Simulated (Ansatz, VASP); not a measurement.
# MgW2Se6: VASP beside Ansatz

```
Mg W Se
1.0
     0.00000    4.93291    4.93291
     4.93291    0.00000    4.93291
     4.93291    4.93291    0.00000
Mg W Se
1 2 6
Direct
  0.00000 0.00000 0.00000
  0.75000 0.75000 0.75000
  0.25000 0.25000 0.25000
  0.50000 0.00000 0.00000
  0.00000 0.50000 0.50000
  0.00000 0.50000 0.00000
  0.50000 0.00000 0.50000
  0.00000 0.00000 0.50000
  0.50000 0.50000 0.00000
```

Change from the starting cell: ordered vacancies on the A sites of perovskite (Fm-3m, No. 225).

Alike in both runs: task single point; functional PBE; k mesh 4 × 4 × 4; occupations gaussian, width 0.1 eV; no spin polarisation.

|  | VASP | Ansatz |
| --- | --- | --- |
| version | VASP 6.6.1 | Ansatz 0.2.0 |
| potentials or method | VASP PAW PBE potentials, release 64 (Mg, W_sv, Se) | scalar-relativistic, plane waves, PAW |
| plane-wave cutoff (eV) | 520 | 420 |
| valence electrons in the cell | 66 | 134 |

|  | VASP | Ansatz | Ansatz less VASP |
| --- | --- | --- | --- |
| gap on the k mesh at the Fermi level (eV) | none | none | - |
| pressure (GPa) | 1.3 | 1.2 | -0.12 |

A gap of «none» marks a metal or a gap that the smearing closes. The two sets of potentials don't hold the same shells in valence.

The runs have no spin-orbit coupling, so splittings on W are missing.
